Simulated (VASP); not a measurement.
Input:

```xyz
3
Lattice="1.8602 -3.2219 0.0000 1.8602 3.2219 0.0000 0.0000 0.0000 5.0117" Properties=species:S:1:pos:R:3 pbc="T T T"
Pt     0.0000     0.0000     0.0000
Se     1.8602     1.0740     1.2822
Se     1.8602    -1.0740     3.7296
```

The numbers are results of optB88-vdW, VASP's PBE PAW potentials (set 64) (plane waves; VASP 6.6.1), not measurements. Numerical set-up: 520 eV cut-off, 9×9×6 Γ-centred mesh, first-order Methfessel-Paxton smearing of 0.10 eV, potentials Pt Se.

**Question.** The ions and cell shape at fixed volume are relaxed. Which structure does the run end with?

**Answer.** 
```xyz
3
Lattice="1.8896 -3.2728 0.0000 1.8896 3.2728 0.0000 0.0000 0.0000 4.8569" Properties=species:S:1:pos:R:3 pbc="T T T"
Pt     0.0000     0.0000     0.0000
Se     1.8896     1.0909     1.2998
Se     1.8896    -1.0909     3.5571
```
Space group P-3m1 (164), at a tolerance of 0.03 Å.

**Question.** How much energy does the relaxation gain?

**Answer.** The energy (σ→0) changes by -18.1 meV/atom, in 6 ionic steps.

The compound is PtSe2 in the 1T layered structure. This cell is one point of a volume scan, at 0.94 of the reference volume. Symmetry was kept, so distortions that lower it aren't found.
